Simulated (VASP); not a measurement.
OSZICAR of a VASP run on CoAl (CsCl type):

**OSZICAR**
```
       N       E                     dE             d eps       ncg     rms          rms(c)
DAV:   1     0.441543408446E+02    0.44154E+02   -0.44560E+03  3392   0.111E+03
DAV:   2    -0.217262525688E+02   -0.65881E+02   -0.62073E+02  3400   0.244E+02
DAV:   3    -0.242747329943E+02   -0.25485E+01   -0.25058E+01  4044   0.620E+01
DAV:   4    -0.243276696156E+02   -0.52937E-01   -0.52891E-01  4296   0.784E+00
DAV:   5    -0.243294897473E+02   -0.18201E-02   -0.18200E-02  4252   0.132E+00    0.140E+01
DAV:   6    -0.257346895094E+02   -0.14052E+01   -0.35658E+01  3792   0.145E+02    0.187E+01
DAV:   7    -0.210528539597E+02    0.46818E+01   -0.17993E+01  3744   0.877E+01    0.196E+00
DAV:   8    -0.211044663624E+02   -0.51612E-01   -0.49457E-01  4220   0.907E+00    0.203E+00
DAV:   9    -0.210874119253E+02    0.17054E-01   -0.11592E-01  3832   0.865E+00    0.735E-01
DAV:  10    -0.210813997773E+02    0.60121E-02   -0.15339E-02  3912   0.243E+00    0.251E-01
DAV:  11    -0.210860618422E+02   -0.46621E-02   -0.19813E-03  3592   0.529E-01    0.116E-01
DAV:  12    -0.210860526236E+02    0.92185E-05   -0.91220E-05  4288   0.115E-01    0.491E-02
DAV:  13    -0.210860385416E+02    0.14082E-04   -0.69390E-05  3760   0.121E-01    0.140E-02
DAV:  14    -0.210860715931E+02   -0.33052E-04   -0.19978E-05  3500   0.523E-02    0.107E-02
DAV:  15    -0.210860708968E+02    0.69636E-06   -0.37887E-07  2244   0.784E-03
   1 F= -.21086071E+02 E0= -.21085655E+02  d E =-.832352E-03  mag=    -0.0000     0.0000    -0.0000
       N       E                     dE             ncg
```

Task: Which electronic solver shows in the log?

Result: It is blocked Davidson (ALGO = Normal, or the opening steps of other solvers). The INCAR had ALGO = Normal.

Task: How was spin treated?

Result: With non-collinear spinors: mag has three components.

Task: Can the final energy be trusted as converged?

Result: The run converged. It stopped with EDIFF = 1E-6, NELM = 100 (r2SCAN meta-GGA with spin-orbit coupling, plane waves, VASP's PBE PAW potentials (set 64)).

The compound is CoAl in the CsCl type structure. It was relaxed first.
